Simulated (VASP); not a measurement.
Here is the system:

```xyz
2
Lattice="4.3900 0.0000 0.0000 0.0000 4.3900 0.0000 0.0000 0.0000 4.3900" Properties=species:S:1:pos:R:3 pbc="T T T"
Cs     0.0000     0.0000     0.0000
Br     2.1950     2.1950     2.1950
```

These are PBE GGA with D3 dispersion (zero damping), VASP's PBE PAW potentials (set 64) (plane waves; VASP) values and carry that method's errors. Settings: 520 eV cut-off, Gaussian smearing of 0.050 eV, potentials Cs_sv Br.

Unless said otherwise, spin-orbit coupling is left out, though it shifts the bands of the heavy elements here.

Problem. Give the energies of bands 3 to 11 at the high-symmetry points, in eV from the valence-band maximum.

Solution. 
| band | Γ | X | M | R |
|---|---|---|---|---|
| 3 | -6.52 | -6.85 | -6.99 | -6.86 |
| 4 | -6.52 | -6.44 | -6.99 | -6.86 |
| 5 | -6.52 | -6.44 | -6.39 | -6.86 |
| 6 | -0.02 | -1.19 | -0.56 | -1.03 |
| 7 | -0.02 | -0.18 | -0.56 | -1.03 |
| 8 | -0.02 | -0.18 | 0.00 | -1.03 |
| 9 | 4.24 | 5.89 | 5.21 | 7.98 |
| 10 | 4.97 | 6.95 | 5.44 | 7.98 |
| 11 | 4.97 | 7.36 | 7.14 | 7.98 |

The gap is indirect, 4.24 eV, from the valence maximum at M to the conduction minimum at Γ.

Measured: gap 7.30 eV (computed value off by -3.06 eV), as given by Aguado et al., (1998), arXiv:cond-mat/9809176.

The compound is CsBr in the CsCl type structure. It was relaxed first, which changed the volume by +7 %.
